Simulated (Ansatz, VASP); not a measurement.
Ta3AsAu2O13 in VASP and in Ansatz

```
CELL_PARAMETERS angstrom
5.13535 2.96489 4.05816
-5.13535 2.96489 4.05816
0.00000 -5.92980 4.05816
ATOMIC_POSITIONS crystal
Ta 0.23108 0.57229 0.23108
Ta 0.23108 0.23108 0.57229
Ta 0.57229 0.23108 0.23108
As 0.55878 0.55878 0.55878
Au 0.96559 0.96559 0.96559
Au 0.75105 0.75105 0.75105
O 0.40884 0.66762 0.40884
O 0.40884 0.40884 0.66762
O 0.66762 0.40884 0.40884
O 0.49726 0.01313 0.36024
O 0.36024 0.49726 0.01313
O 0.01313 0.36024 0.49726
O 0.36024 0.01313 0.49726
O 0.01313 0.49726 0.36024
O 0.49726 0.36024 0.01313
O 0.10963 0.74806 0.10963
O 0.10963 0.10963 0.74806
O 0.74806 0.10963 0.10963
O 0.30840 0.30840 0.30840
```

Change from the starting cell: volume scaled by 0.94.

Alike in both runs: task single point; functional PBE; k mesh 4 × 4 × 4; occupations fermi-dirac, width 0.05 eV; no spin polarisation.

|  | VASP | Ansatz |
| --- | --- | --- |
| version | VASP 6.6.1 | Ansatz 0.2.0 |
| potentials or method | VASP PAW PBE potentials, release 64 (Ta_pv, As, Au, O) | Ansatz PAW |
| plane-wave cutoff (eV) | 520 | 420 |
| valence electrons in the cell | 138 | 170 |

```csv
,VASP,Ansatz,Ansatz less VASP
gap on the k mesh at the Fermi level (eV),1.22,1.24,+0.018
least direct gap on the mesh (eV),1.30,1.31,+0.015
pressure (GPa),8.1,7.4,-0.78
largest component of the traceless stress (GPa),2.27,1.90,-0.368
rms of the force components (eV/Å),0.606,0.505,-0.1005
```

Atom by atom the forces differ by 0.119 eV/Å (rms over components). The two sets of potentials don't hold the same shells in valence.

Caveats: spin-orbit coupling is left out, which moves the levels of the heavy elements; forces of over 1 eV/Å show positions far from the minimum, so gaps and moduli don't describe the material at rest; the pressure holds a Pulay correction of +0.4 GPa for the finite cutoff (Ansatz). A k mesh can miss the band edges.
